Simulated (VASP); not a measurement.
Output of a VASP run:

File OSZICAR:
```
       N       E                     dE             d eps       ncg     rms          rms(c)
DAV:   1     0.291693222304E+03    0.29169E+03   -0.19035E+04  1328   0.239E+03
DAV:   2     0.889874653384E+01   -0.28279E+03   -0.27209E+03  1440   0.443E+02
DAV:   3    -0.205128740772E+02   -0.29412E+02   -0.29221E+02  1542   0.154E+02
DAV:   4    -0.210622377785E+02   -0.54936E+00   -0.54881E+00  1458   0.221E+01
DAV:   5    -0.210666239363E+02   -0.43862E-02   -0.43859E-02  1560   0.191E+00    0.151E+01
DAV:   6    -0.176848294380E+02    0.33818E+01   -0.11809E+01  2264   0.727E+01    0.928E+00
DAV:   7    -0.178590013058E+02   -0.17417E+00   -0.26630E+00  1396   0.196E+01    0.552E+00
DAV:   8    -0.178840285357E+02   -0.25027E-01   -0.80143E-01  1992   0.913E+00    0.181E+00
DAV:   9    -0.178212108962E+02    0.62818E-01   -0.18595E-01  2104   0.792E+00    0.335E-01
DAV:  10    -0.178248851343E+02   -0.36742E-02   -0.56243E-02  1332   0.175E+00    0.157E-01
DAV:  11    -0.178248084802E+02    0.76654E-04   -0.17250E-03  1944   0.644E-01    0.393E-02
DAV:  12    -0.178248688660E+02   -0.60386E-04   -0.20772E-04  1862   0.326E-01    0.343E-02
DAV:  13    -0.178248633967E+02    0.54693E-05   -0.41125E-05  1712   0.147E-01    0.124E-02
DAV:  14    -0.178248643451E+02   -0.94843E-06   -0.17213E-05  1488   0.386E-02    0.508E-03
DAV:  15    -0.178248637660E+02    0.57911E-06   -0.16918E-06   988   0.118E-02
   1 F= -.17824864E+02 E0= -.17824864E+02  d E =-.761090E-12
```

OUTCAR:
```
------------------------ aborting loop because EDIFF is reached ----------------------------------------
  FORCE on cell =-STRESS in cart. coord.  units (eV):
  Direction    XX          YY          ZZ          XY          YZ          ZX
  --------------------------------------------------------------------------------------
  Total        1.7209558      1.7209563      1.7451635      0.0000000      0.0000000      0.0000000
  in kB       57.8555673     57.8555853     58.6693881      0.0000000      0.0000000      0.0000000
  external PRESSURE =      58.1268469 kB  Pullay stress =       0.0000000 kB
  volume of cell :       47.66
      direct lattice vectors                 reciprocal lattice vectors
     1.625000000 -2.814583000  0.000000000     0.307692308 -0.177646209  0.000000000
     1.625000000  2.814583000  0.000000000     0.307692308  0.177646209  0.000000000
     0.000000000  0.000000000  5.210000000     0.000000000  0.000000000  0.191938580
  FREE ENERGIE OF THE ION-ELECTRON SYSTEM (eV)
  ---------------------------------------------------
  free  energy   TOTEN  =       -17.8248637660 eV

  energy  without entropy=      -17.8248637660  energy(sigma->0) =      -17.82486377
```
(Selected blocks of OUTCAR.)

File POSCAR:
```
ZnO
1
    1.6250000000    -2.8145830000     0.0000000000
    1.6250000000     2.8145830000     0.0000000000
    0.0000000000     0.0000000000     5.2100000000
Zn O
2 2
Direct
  0.6666670000   0.3333330000   0.5000000000
  0.3333330000   0.6666670000   0.0000000000
  0.6666670000   0.3333330000   0.8820000000
  0.3333330000   0.6666670000   0.3820000000
```

Q: Reconstruct the remaining input files.

A: This is not unique; one that fits is the input of the run itself, PBE GGA, plane waves, VASP's PBE PAW potentials (set 64).

INCAR:
```
SYSTEM = ZnO
PREC = Accurate
ENCUT = 520
EDIFF = 1E-6
NELM = 100
ALGO = Normal
LREAL = .FALSE.
LASPH = .TRUE.
ISMEAR = 0
SIGMA = 0.05
GGA = PE
LMAXMIX = 4
LWAVE = .FALSE.
LCHARG = .FALSE.
ISIF = 2
```

KPOINTS:
```
Automatic mesh
0
Gamma
  8 8 5
0 0 0
```

POTCAR, in this order: Zn O (PBE.64 set). Program: vasp_std.

The compound is ZnO in the wurtzite structure. The cell was not relaxed at this level.
